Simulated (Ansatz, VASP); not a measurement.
# ZnS: VASP beside Ansatz, part 2 of 2

Wanted: the spread between two codes on one cell, functional and k mesh. The cell is taken from a series of runs on this material, whose earlier steps may have relaxed, scaled, displaced or heated it; both programs get it as it stands.

VASP 6.6.1 and Ansatz 0.2.0.

So far: Starting point; VASP: zone-centre phonons, PBE, pair 1.

## Step 3: Ansatz: zone-centre phonons, PBE, pair 1

Level of this step: Ansatz beside VASP: Kohn-Sham DFT, plane waves, PBE (Ansatz).

Ansatz runs on its PAW soft_1 files.

The same cell, functional and mesh now go to Ansatz, which takes its cutoff from its data sets.

input.yaml

```yaml
crystal:
  lattice:
    - [0.0, 2.7398567406, 2.7398567406]
    - [2.7398567406, 0.0, 2.7398567406]
    - [2.7398567406, 2.7398567406, 0.0]
  atoms:
    - { symbol: S, position: [0.0, 0.0, 0.0] }
    - { symbol: Zn, position: [0.75, 0.75, 0.75] }
kpoints:
  mp_grid: { grid: [12, 12, 12] }
hamiltonian:
  xc: pbe
  pseudopotentials: { kind: paw, azcp: { folder: soft_1 } }
scf:
  occupations: { method: fixed }
output:
  eigenvalues: true
phonons:
  method: dfpt
  dielectric: true
  rigid_motions: translations
```

The run is started by

```console
> ansatz run input.yaml --threads 4 --pin off --max-ram 10240MiB --backend cpu --events-out ev --progress --plain --runs-dir out
```

Numbers of over 12 decimals in the logs are rounded to 6 here.

Output:

```text
Engine: ansatz 0.2.0, aarch64-unknown-linux-gnu
Pseudopotentials: kind: paw
Pseudopotential: S, paw, valence charge 6, recommended cutoff 420 eV (normal), soft_1/S.paw.azcp
Pseudopotential: Zn, paw, valence charge 12, recommended cutoff 420 eV (normal), soft_1/Zn.paw.azcp
Functional definition: PBE
  parameter kappa = 0.804
  parameter beta = 0.066725
  exchange = pbe_x(kappa = kappa, mu = beta*pi^2/3)
  correlation = pbe_c(beta = beta)
Crystal: 2 atoms, lattice volume = 41.135 Å³
Basis set: ecut = 420 eV, 821 PW (Γ), exchange–correlation on 54×54×54 points (8 copies of the dense FFT grid, shifted against one another)
Bands: 13, of which v1, the nominal top of the filled ones, is band 9 counted from 1 (8 counted from 0)
Symmetry: 24 space group operations
k-points: 280 of 1728 (irreducible under 4 space group operations, time reversal used)
Non-local potential: S, projectors of the file, l = 0: 2, l = 1: 2, l = 2: 1
Non-local potential: Zn, projectors of the file, l = 0: 2, l = 1: 2, l = 2: 3, l = 3: 1
PAW form: soft (Blöchl's): semilocal exchange-correlation on the pseudo side does not see the compensation charge
PAW one-centre angular grid: S, 110 points (default); XC on 64 Gauss nodes
PAW one-centre angular grid: Zn, 590 points (default); XC on 64 Gauss nodes
Initial density: superposition of atomic densities (chi_scale 0.1, normalization cell, long waves kept (reshape's long-wave potential 0.00 eV rms))
Initial wavefunctions: pseudopotential atomic-orbital guess
Functional: x = pbe(κ = 0.804, μ = 0.219515), c = pbe(β = 0.066725)
SCF iter   1: F=—  HF=-4222.825978 eV  |F-HF|=—  |Δ(HF+E_count)|=         —  Δρ=4.12e-2  dr2=4.15e-1  ethr=3.10e-3  ⟨swp⟩=5.1  Hψ=21653  notcnv=0  defer=535
preconditioner: auto → none  [insulator: Δε(μ)=2.122 eV  Ē_g=12.370 eV  n_scr=14 (ndim 8)  ℏωp=24.6 eV  f_vac=0.000  ε∞_Penn≈4.9]
SCF iter   2: F=—  HF=-4222.744781 eV  |F-HF|=—  |Δ(HF+E_count)|=   8.12e-2  Δρ=1.41e-2  dr2=4.62e-2  ethr=2.30e-3  ⟨swp⟩=2.0  Hψ=8701  notcnv=0  defer=539
SCF iter   3: F=—  HF=-4222.735962 eV  |F-HF|=—  |Δ(HF+E_count)|=   8.82e-3  Δρ=1.03e-2  dr2=2.12e-2  ethr=2.57e-4  ⟨swp⟩=2.0  Hψ=6464  notcnv=0  defer=552
SCF iter   4: F=—  HF=-4222.732817 eV  |F-HF|=—  |Δ(HF+E_count)|=   3.14e-3  Δρ=2.33e-3  dr2=1.71e-3  ethr=1.18e-4  ⟨swp⟩=2.0  Hψ=8672  notcnv=0  defer=552
SCF iter   5: F=—  HF=-4222.732739 eV  |F-HF|=—  |Δ(HF+E_count)|=   7.78e-5  Δρ=6.13e-4  dr2=8.73e-5  ethr=9.53e-6  ⟨swp⟩=2.3  Hψ=6124  notcnv=0  defer=552
SCF iter   6: F=—  HF=-4222.732779 eV  |F-HF|=—  |Δ(HF+E_count)|=   3.95e-5  Δρ=8.71e-5  dr2=1.48e-6  ethr=4.85e-7  ⟨swp⟩=2.8  Hψ=6355  notcnv=0  defer=320
SCF iter   7: F=—  HF=-4222.732779 eV  |F-HF|=—  |Δ(HF+E_count)|=   6.19e-7  Δρ=1.06e-5  dr2=3.57e-8  ethr=8.24e-9  ⟨swp⟩=2.0  Hψ=5687  notcnv=0
SCF iter   8: F=—  HF=-4222.732779 eV  |F-HF|=—  |Δ(HF+E_count)|=   8.49e-9  Δρ=9.89e-7  dr2=3.66e-10  ethr=1.98e-10  ⟨swp⟩=2.0  Hψ=5934  notcnv=0
SCF iter   9: F=-4222.732779 eV  HF=-4222.732779 eV  |F-HF|=4.37e-11  |Δ(HF+E_count)|=  1.36e-10  Δρ=3.06e-7  dr2=1.64e-11  ethr=1.00e-12  ⟨swp⟩=9.2  Hψ=27542  notcnv=0
SCF 1 converged in 9 iterations: F = -4222.732779 eV  dr2 = 1.64e-11
  greatest PAW one-centre occupation: 0.984 electrons in one spin orbital (limit 2), on the Zn atom at site 1 (counted from 0), in its partial waves of l = 2
NSCF: frozen V_eff on 1 k-points
DFPT response loops at Γ: preconditioner auto → none (the input reference at scf.mixing.eps_inf says where Resta's filter doesn't serve); β = 0.50; Broyden in place of MSR1
── the response to a field inside a basis, on 12×12×12 k-points: an SCF that follows is theirs, and a resumed run solves both again ──
Bands: 10, of which v1, the nominal top of the filled ones, is band 9 counted from 1 (8 counted from 0)
k-points: 182 of 1728 (irreducible under 6 space group operations, time reversal used)
Initial density: handed on by an earlier stage of this run
Initial wavefunctions: pseudopotential atomic-orbital guess (no wavefunctions were taken with the density)
Eigensolver: Dense (182 Hₖ)
SCF iter   1: F=—  HF=-4222.733065 eV  |F-HF|=—  |Δ(HF+E_count)|=         —  Δρ=3.42e-4  dr2=1.77e-5  ethr=1.00e-1
preconditioner: auto → none  [insulator: Δε(μ)=2.089 eV  Ē_g=9.669 eV  n_scr=14 (ndim 8)  ℏωp=24.6 eV  f_vac=0.036  ε∞_Penn≈7.5]
SCF iter   2: F=—  HF=-4222.733061 eV  |F-HF|=—  |Δ(HF+E_count)|=   4.24e-6  Δρ=3.83e-4  dr2=2.61e-5  ethr=9.81e-8
SCF iter   3: F=—  HF=-4222.733075 eV  |F-HF|=—  |Δ(HF+E_count)|=   1.40e-5  Δρ=3.52e-4  dr2=3.00e-5  ethr=9.81e-8
SCF iter   4: F=-4222.733060 eV  HF=-4222.733060 eV  |F-HF|=1.99e-8  |Δ(HF+E_count)|=   1.49e-5  Δρ=1.64e-5  dr2=5.80e-8  ethr=9.81e-8
SCF 1 converged in 4 iterations: F = -4222.733060 eV  dr2 = 5.80e-8
  greatest PAW one-centre occupation: 0.983 electrons in one spin orbital (limit 2), on the Zn atom at site 1 (counted from 0), in its partial waves of l = 2
DFPT response loops at Γ: mixed as the last ones told, above
SCF converged after 9 iterations
Free energy (F): -4222.732779 eV
Harris-Foulkes:  -4222.732779 eV  (|F-HF|=4.37e-11)
Internal energy: -4222.732779 eV  (E = F + TS)
E sigma→0 (E₀):  -4222.732779 eV
Fermi energy:    5.241773 eV
--- Per-component energies (eV) ---
  E_band       = -2.322048
  E_kinetic    = 251.992067
  E_local      = -2294.351699  (includes V_loc(G=0)·N_el)
  E_nonlocal   = 854.996341
  E_hartree    = 874.132696
  E_xc         = -166.832710
  E_vxc        = -133.028250  (∫ρ·V_xc dr)
  E_paw        = -2506.607925  (= ΣΔE_a)
  E_vpaw       = -430.195429  (= ΣTr[D̂ρ^β])
  E_aug_tail   = -0.000262  (compensation charges beyond the density's cutoff)
  E_ewald      = -1236.061288
  E_smearing   = -0.000000  (= −TS)
  E_closure    = 0.000000  (closes the sum)
  Σ components = -4222.732779   (vs F -4222.732779, Δ=0.00e0)
--- Band table (eV; the first three rows and the last of 280) ---
  k-point 0: bands = [... 5 lower, -0.4906, 5.2418, 5.2418, 5.2418, 7.1686, 11.6370, 11.6370, 11.6370]
  k-point 1: bands = [... 5 lower, -0.4914, 4.6627, 5.1782, 5.1782, 7.6395, 11.5523, 11.7516, 11.7516]
  k-point 2: bands = [... 5 lower, -0.4921, 3.6052, 5.0134, 5.0134, 8.2927, 11.5689, 12.0166, 12.0166]
  k-point 279: bands = [... 5 lower, -0.1303, 0.8477, 2.6865, 2.6898, 10.9437, 11.0709, 13.0017, 13.4553]
--- Phonons (Γ-DFPT): 2 representative perturbations + reference, on 280 of 1728 k-points (Σ response iterations 6) ---
  k mesh reduced under 4 symmetry operations, with k and −k counted as one. Each operation leaves every solved perturbation unchanged. A smaller set is not considered because the run solves the response to a homogeneous field
  ASR residual: 2.420e-4 → 0.000e0 eV/Å²; symmetrization residual: 6.246e-6 eV/Å²
  ASR residual per site (eV/Å²): 8.41e-5 2.42e-4
  Γ frequencies (cm⁻¹): 0.00 0.00 0.00 250.94 250.94 250.94
  ε∞ (high-frequency dielectric tensor):
        5.954318    -0.000000    -0.000000
       -0.000000     5.954318     0.000000
       -0.000000     0.000000     5.954318
  ε⁰ (static dielectric tensor: ions relaxed, cell fixed):
        9.643048    -0.000000    -0.000000
       -0.000000     9.643048     0.000000
       -0.000000     0.000000     9.643048
  ε⁰ − ε∞ (ionic part):
        3.688730     0.000000     0.000000
        0.000000     3.688730     0.000000
        0.000000     0.000000     3.688730
  softest optical mode at Γ: 250.94 cm⁻¹; the repairs (sum rule, projections) moved no ω² at Γ by more than (1.15 cm⁻¹)²
  Born effective charges Z* (e; rows j = field, columns β = displacement):
    site 0:
        -2.04384    0.00000   -0.00000
        -0.00000   -2.04384   -0.00000
        -0.00000   -0.00000   -2.04384
    site 1:
         2.04384   -0.00000    0.00000
         0.00000    2.04384    0.00000
         0.00000    0.00000    2.04384
  Z* charge neutrality: 4.379e-4 e pre-enforcement
  solved inside a basis spanned on kpoints, on 12×12×12 k-points, its susceptibility summed on 16×16×16: ε∞ is read to err by 1.5e-2, Z* by 1.3e-2 e (field_mesh: kpoints solves on kpoints); Z* is corrected for what the basis lacks
  optical modes at Γ without the LO–TO term, one row a degenerate level:
      ω (cm⁻¹)  modes    IR ((D/Å)²/amu)
        250.94      3            13.4402
  optical modes at Γ + LO–TO along q̂ = [1.0000, 0.0000, 0.0000]:
      ω (cm⁻¹)  modes    IR ((D/Å)²/amu)
        250.94      2             8.9601
        319.35      1             4.4801
  optical modes at Γ + LO–TO along q̂ = [0.0000, 1.0000, 0.0000]:
      ω (cm⁻¹)  modes    IR ((D/Å)²/amu)
        250.94      2             8.9601
        319.35      1             4.4801
  optical modes at Γ + LO–TO along q̂ = [0.0000, 0.0000, 1.0000]:
      ω (cm⁻¹)  modes    IR ((D/Å)²/amu)
        250.94      2             8.9601
        319.35      1             4.4801
```

The column dr2 measures how far the density is from self-consistency, as an energy; F and HF (Harris–Foulkes) agree once it is small.

## Step 4: Side by side

Known differences besides the potentials themselves: fixed occupations in Ansatz, narrow Gaussian smearing in VASP; VASP's response is taken on the typed mesh, Ansatz refines its own for the field response alone; the cutoff is 420 eV in Ansatz and 500 eV in VASP. Total energies have different zeros and are not compared.

Compared:

```
                                     quantity  Ansatz   VASP  difference
                                        ε∞ xx    5.95   5.95     +0.09 %
                                        ε∞ yy    5.95   5.95     +0.09 %
                                        ε∞ zz    5.95   5.95     +0.09 %
 Born charge of S1 (mean of the diagonal) (e)   -2.04  -2.06       +0.02
Born charge of Zn2 (mean of the diagonal) (e)    2.04   2.06       -0.02
                   optical mode 1 to 3 (cm⁻¹)   250.9  251.5     -0.22 %
```

Modes are paired by rising frequency, not by their patterns, so a pair may set unlike modes beside each other; they are those without the splitting of longitudinal modes.

## Step 5: VASP: zone-centre phonons, PBE, pair 2

Second derivatives magnify differences that forces hide, and they need a tight electronic threshold. The cell compared in this pair holds 41.94 Å³, against 41.14 Å³ for the pair before.

INCAR

```
SYSTEM = ZnS
PREC = Accurate
ENCUT = 500
EDIFF = 1E-08
NELM = 120
ISMEAR = 0
SIGMA = 0.01
LREAL = .FALSE.
ALGO = Normal
GGA = PE
NBANDS = 15
LORBIT = 11
LWAVE = .FALSE.
LCHARG = .FALSE.
ISIF = 2
IBRION = 8
LEPSILON = .TRUE.
LASPH = .TRUE.
GGA_COMPAT = .FALSE.
EFERMI = MIDGAP
KPAR = 2
```

POSCAR

```
ZnS
1.0
    0.0000000000      2.7576485167      2.7576485167
    2.7576485167      0.0000000000      2.7576485167
    2.7576485167      2.7576485167      0.0000000000
S Zn
1 1
Direct
    0.0000000000      0.0000000000      0.0000000000
    0.7500000000      0.7500000000      0.7500000000
```

KPOINTS

```
Automatic mesh
0
Gamma
12 12 12
0 0 0
```

PAW data sets: S and Zn (PBE family, release 64).

The run is started by

```console
> mpirun -np 2 vasp_std
```

Output:

```text
[... set-up lines as in an earlier step ...]
 entering main loop
       N       E                     dE             d eps       ncg     rms          rms(c)
DAV:   1     0.819411614339E+02    0.81941E+02   -0.83322E+03  2160   0.134E+03
DAV:   2    -0.180352668529E+01   -0.83745E+02   -0.78431E+02  2461   0.261E+02
DAV:   3    -0.721315674928E+01   -0.54096E+01   -0.53802E+01  2650   0.634E+01
DAV:   4    -0.726924982895E+01   -0.56093E-01   -0.56073E-01  2650   0.683E+00
[...]
DAV:  14    -0.684101861175E+01    0.27204E-07   -0.95375E-08  2699   0.274E-03    0.596E-04
DAV:  15    -0.684101864247E+01   -0.30727E-07   -0.68797E-09  1950   0.135E-03    0.212E-04
DAV:  16    -0.684101864358E+01   -0.11073E-08   -0.85976E-10  1311   0.300E-04
   1 F= -.68410186E+01 E0= -.68410186E+01  d E =0.000000E+00
 Linear response reoptimize wavefunctions to high precision
DAV:   1    -0.684101864479E+01   -0.12074E-08   -0.11729E-10  1507   0.954E-05
DAV:   2    -0.684101864476E+01    0.31378E-10   -0.19850E-11  1192   0.445E-05
 Linear response G [H, r] |phi>, progress :
  Direction:   1
[...]
RMM:  12    -0.105874765296E+00    0.78246E-08    0.29462E-09 14055   0.584E-06    0.782E-07
 first order change of Fermi-energy   0.32185E+00
 force on displaced ion       1 direction 1 :  -4.672  -0.000  -0.000
 Born effective charge ion    1 direction 1 :  -2.086   0.000   0.000
 Linear response progress:
  Degree of freedom:   2/  2
       N       E                     dE             d eps       ncg     rms          rms(c)
RMM:   1    -0.211595762861E+00   -0.21160E+00   -0.15109E-02 11821   0.200E+00
RMM:   2    -0.209980157953E+00    0.16156E-02   -0.25771E-03 13455   0.381E-01    0.104E-01
RMM:   3    -0.209652950529E+00    0.32721E-03   -0.44765E-05 15782   0.572E-02    0.615E-02
RMM:   4    -0.209192658055E+00    0.46029E-03   -0.12816E-05 15437   0.290E-02    0.280E-03
[...]
RMM:  10    -0.209176205077E+00   -0.56937E-07    0.22625E-10 16842   0.164E-05    0.378E-06
RMM:  11    -0.209176215406E+00   -0.10329E-07    0.46199E-11 15577   0.861E-06    0.613E-07
RMM:  12    -0.209176214961E+00    0.44508E-09   -0.80535E-11 11126   0.346E-06    0.195E-07
 first order change of Fermi-energy  -0.32162E+00
 force on displaced ion       2 direction 1 :  -4.745  -0.000  -0.000
 Born effective charge ion    2 direction 1 :   2.086   0.000   0.000
 Born effective charges drift removed
 Linear response finished
```

From OUTCAR (step 5):

```text
  Total       -0.6232018     -0.6232018     -0.6232018      0.0000000      0.0000000     -0.0000000
  in kB      -23.8063366    -23.8063366    -23.8063366      0.0000000      0.0000000     -0.0000000
  external PRESSURE =     -23.8063366 kB  Pullay stress =       0.0000000 kB

 POSITION                                       TOTAL-FORCE (eV/Angst)
 -----------------------------------------------------------------------------------
      0.00000      0.00000      0.00000        -0.000000     -0.000000     -0.000000
      4.13647      4.13647      4.13647         0.000000      0.000000      0.000000
 -----------------------------------------------------------------------------------
    total drift:                                0.000000      0.000000      0.000001

 MACROSCOPIC STATIC DIELECTRIC TENSOR (including local field effects in DFT)
 ------------------------------------------------------
           5.974181    -0.000000     0.000000
          -0.000000     5.974181    -0.000000
          -0.000000     0.000000     5.974181
 ------------------------------------------------------

 MACROSCOPIC STATIC DIELECTRIC TENSOR IONIC CONTRIBUTION
 ------------------------------------------------------
           3.985463     0.000000     0.000000
           0.000000     3.985463    -0.000000
           0.000000    -0.000000     3.985463
 ------------------------------------------------------

[... 1 part as in an earlier step ...]

[... 1 further part left out ...]
```

## Step 6: Ansatz: zone-centre phonons, PBE, pair 2

The same cell, functional and mesh now go to Ansatz, which takes its cutoff from its data sets.

The cell is taken from a series of runs on this material, whose earlier steps may have relaxed, scaled, displaced or heated it; both programs get it as it stands.

input.yaml, the sections that differ from step 3:

```yaml
crystal:
  lattice:
    - [0.0, 2.7576485167, 2.7576485167]
    - [2.7576485167, 0.0, 2.7576485167]
    - [2.7576485167, 2.7576485167, 0.0]
  atoms:
    - { symbol: S, position: [0.0, 0.0, 0.0] }
    - { symbol: Zn, position: [0.75, 0.75, 0.75] }
# kpoints, hamiltonian, scf, output, phonons: as in step 3
```

The run is started by

```console
> ansatz run input.yaml --threads 4 --pin off --max-ram 10240MiB --backend cpu --events-out ev --progress --plain --runs-dir out
```

Output:

```text
[...]
Crystal: 2 atoms, lattice volume = 41.942 Å³
Basis set: ecut = 420 eV, 869 PW (Γ), exchange–correlation on 54×54×54 points (8 copies of the dense FFT grid, shifted against one another)
Bands: 13, of which v1, the nominal top of the filled ones, is band 9 counted from 1 (8 counted from 0)
Symmetry: 24 space group operations
k-points: 280 of 1728 (irreducible under 4 space group operations, time reversal used)
[...]
optical modes at Γ + LO–TO along q̂ = [1.0000, 0.0000, 0.0000]:
      ω (cm⁻¹)  modes    IR ((D/Å)²/amu)
[...]
optical modes at Γ + LO–TO along q̂ = [0.0000, 1.0000, 0.0000]:
      ω (cm⁻¹)  modes    IR ((D/Å)²/amu)
        242.06      2             9.1858
        312.52      1             4.5929
  optical modes at Γ + LO–TO along q̂ = [0.0000, 0.0000, 1.0000]:
      ω (cm⁻¹)  modes    IR ((D/Å)²/amu)
        242.06      2             9.1858
        312.52      1             4.5929
[key lines of the parts left out:]
SCF converged after 9 iterations
Free energy (F): -4222.723115 eV
Fermi energy:    5.004443 eV
```

## Step 7: Comparison

Compared:

```
                                     quantity  Ansatz   VASP  difference
                                        ε∞ xx    5.98   5.97     +0.05 %
                                        ε∞ yy    5.98   5.97     +0.05 %
                                        ε∞ zz    5.98   5.97     +0.05 %
 Born charge of S1 (mean of the diagonal) (e)   -2.07  -2.09       +0.02
Born charge of Zn2 (mean of the diagonal) (e)    2.07   2.09       -0.02
                   optical mode 1 to 3 (cm⁻¹)   242.1  243.6     -0.65 %
```

Modes are paired by rising frequency, not by their patterns, so a pair may set unlike modes beside each other; they are those without the splitting of longitudinal modes.

## Step 8: Summary of results

- r.m.s. difference of the optical zone-centre modes, each program's sorted by frequency (zone-centre phonons, PBE, pair 1): 0.54 cm⁻¹
- r.m.s. difference of the optical zone-centre modes, each program's sorted by frequency (zone-centre phonons, PBE, pair 2): 1.6 cm⁻¹
- difference in optical mode 1 to 3 (zone-centre phonons, PBE, pair 2): -0.6 %

The r.m.s. difference of the optical zone-centre modes, each program's sorted by frequency is 0.54 cm⁻¹ (zone-centre phonons, PBE, pair 1). Among the rows given in per cent, the largest difference of the zone-centre phonons, PBE, pair 2 pair is in optical mode 1 to 3, -0.6 %. How closely two codes agree says nothing of how well the functional describes the real material.

[Lines on the potential files, build, host, timing and source positions are cut from VASP's logs without a mark.]

[Logs are printed without paths, hosts, clocks, repeated set-up lines and the standing remarks that a program may print on its own settings, such as how far it seeks lower states.]

[Hosts, paths, dates, database ids (printed as entryN), source tags and the programs' standing remarks are cut or masked in the printed files.]
